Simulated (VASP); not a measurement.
VASP input:

**KPOINTS**
```
Regular mesh
0
gamma
  12 12 12
```

### INCAR
```
LMAXMIX = 4
LCHARG = .FALSE.
LASPH = .TRUE.
LREAL = .FALSE.   ! projection in real space or not
SYSTEM = CuZn
ALGO = Normal
SIGMA = 0.1
NELM = 100   ! most electronic steps
LWAVE = .FALSE.
PREC = Accurate
EDIFF = 1E-7
ISMEAR = 1
GGA = RE   ! revPBE
ISIF = 2   ! forces and stress, cell fixed
ENCUT = 520   ! plane-wave cut-off (eV)
```

File POSCAR:
```
CuZn
1
    2.9645725158     0.0000000000     0.0000000000
    0.0000000000     2.9645725158     0.0000000000
    0.0000000000     0.0000000000     2.9645725158
Zn Cu
1 1
Direct
  0.5000000000   0.5000000000   0.5000000000
  0.0000000000   0.0000000000   0.0000000000
```

POTCAR, in this order: Zn Cu (PBE.64 set). Program: vasp_std.

**Question.** Translate this revPBE calculation to Ansatz.

**Answer.** One equivalent input (not run):
Ansatz 0.2 input:
```yaml
crystal:
  lattice:
    - [2.9645725, 0.0000000, 0.0000000]
    - [0.0000000, 2.9645725, 0.0000000]
    - [0.0000000, 0.0000000, 2.9645725]
  atoms:
    - { symbol: Zn, position: [0.5000000, 0.5000000, 0.5000000] }
    - { symbol: Cu, position: [0.0000000, 0.0000000, 0.0000000] }
kpoints:
  mp_grid: { grid: [12, 12, 12] }
hamiltonian:
  xc: revpbe
  pseudopotentials: { kind: paw }
scf:
  occupations: { method: methfessel_paxton, width: 0.1 }
  max_iter: 100
output: { forces: true, stress: true, eigenvalues: true }
```
The two are equivalent in intent, not identical: each code has its own PAW files, so the cut-off isn't converted (ENCUT is set for VASP's; basis.ecutwfc is left out, and Ansatz then takes the one that its files recommend); Ansatz stops its SCF on the density residual and VASP on the energy change (EDIFF).

The compound is CuZn in the CsCl type structure. This cell is one point of a volume scan, at 0.97 of the reference volume.
